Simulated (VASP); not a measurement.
Level of theory: LDA (Ceperley-Alder, Perdew-Zunger), VASP's LDA PAW potentials (set 64) (plane waves; VASP 6.6.1).

VASP input:

File KPOINTS:
```
Regular mesh
0
gamma
  9 9 6
0 0 0
```

### POSCAR
```
PtSe2
1
    1.8711910789    -3.2409982653     0.0000000000
    1.8711910789     3.2409982653    -0.0000000000
    0.0000000000    -0.0000000000     4.7640480697
Pt Se
1 2
Direct
  0.0000000000   0.0000000000   1.0000000000
  0.3333330000   0.6666670000   0.2653972413
  0.6666670000   0.3333330000   0.7346027587
```

INCAR:
```
! general
SYSTEM   =  PtSe2
PREC     =  Accurate
ENCUT    =  400   ! plane-wave cut-off (eV)
LREAL    =  F   ! projection in real space or not
LASPH    =  T

! electronic loop
EDIFF    =  1E-8
NELM     =  100
ALGO     =  Normal   ! blocked Davidson
LMAXMIX  =  6

! smearing
ISMEAR   =  1   ! Methfessel-Paxton
SIGMA    =  0.1   ! width (eV)

! ions
IBRION   =  1
NSW      =  30   ! most ionic steps
ISIF     =  2   ! forces and stress, cell fixed
EDIFFG   =  -0.001   ! ionic stop

! output
LWAVE    =  F
LCHARG   =  F
```

POTCAR, in this order: Pt Se (LDA.64 set). Program: vasp_std.

The resulting files:

File OSZICAR:
```
       N       E                     dE             d eps       ncg     rms          rms(c)
DAV:   1     0.915613624227E+02    0.91561E+02   -0.88343E+03  1948   0.104E+03
DAV:   2    -0.142147545901E+02   -0.10578E+03   -0.10372E+03  2406   0.215E+02
DAV:   3    -0.178610750604E+02   -0.36463E+01   -0.36262E+01  2203   0.425E+01
DAV:   4    -0.178870094890E+02   -0.25934E-01   -0.25930E-01  2329   0.388E+00
DAV:   5    -0.178872808477E+02   -0.27136E-03   -0.27135E-03  2259   0.373E-01    0.133E+01
DAV:   6    -0.173173719708E+02    0.56991E+00   -0.48344E+00  1881   0.214E+01    0.807E+00
DAV:   7    -0.171240485829E+02    0.19332E+00   -0.91568E-01  1881   0.103E+01    0.395E+00
DAV:   8    -0.170932313499E+02    0.30817E-01   -0.67718E-02  2091   0.198E+00    0.834E-01
DAV:   9    -0.170897225813E+02    0.35088E-02   -0.86444E-03  2042   0.956E-01    0.193E-01
DAV:  10    -0.170897212371E+02    0.13442E-05   -0.12567E-03  2147   0.261E-01    0.410E-02
DAV:  11    -0.170897176072E+02    0.36300E-05   -0.43986E-05  2224   0.620E-02    0.254E-02
DAV:  12    -0.170897172382E+02    0.36898E-06   -0.43186E-06  2164   0.146E-02    0.432E-03
DAV:  13    -0.170897170286E+02    0.20955E-06   -0.81597E-07  2140   0.804E-03    0.108E-03
DAV:  14    -0.170897170244E+02    0.42453E-08   -0.70122E-08  2245   0.205E-03
   1 F= -.17089717E+02 E0= -.17089816E+02  d E =-.170897E+02
```

**OUTCAR**
```
------------------------ aborting loop because EDIFF is reached ----------------------------------------
  FORCE on cell =-STRESS in cart. coord.  units (eV):
  Direction    XX          YY          ZZ          XY          YZ          ZX
  --------------------------------------------------------------------------------------
  Total        0.0205232      0.0205232     -0.0007127      0.0000000      0.0000000      0.0000000
  in kB        0.5690521      0.5690522     -0.0197599      0.0000000      0.0000000      0.0000000
  external PRESSURE =       0.3727815 kB  Pullay stress =       0.0000000 kB
  volume of cell :       57.78
      direct lattice vectors                 reciprocal lattice vectors
     1.871191079 -3.240998265  0.000000000     0.267209483 -0.154273455  0.000000000
     1.871191079  3.240998265  0.000000000     0.267209483  0.154273455  0.000000000
     0.000000000  0.000000000  4.764048070     0.000000000  0.000000000  0.209905523
 POSITION                                       TOTAL-FORCE (eV/Angst)
 -----------------------------------------------------------------------------------
      0.00000      0.00000      0.00000         0.000000      0.000000      0.000000
      1.87119      1.08033      1.26437         0.000000      0.000000     -0.000767
      1.87119     -1.08033      3.49968        -0.000000     -0.000000      0.000767
 -----------------------------------------------------------------------------------
    total drift:                                0.000000      0.000000      0.000000
  FREE ENERGIE OF THE ION-ELECTRON SYSTEM (eV)
  ---------------------------------------------------
  free  energy   TOTEN  =       -17.0897170244 eV

  energy  without entropy=      -17.0900125870  energy(sigma->0) =      -17.08981555

 reached required accuracy - stopping structural energy minimisation
```
(Selected blocks of OUTCAR.)

The compound is PtSe2 in the 1T layered structure. It was relaxed first, which changed the volume by -6 %. The start is the result of an earlier pass.
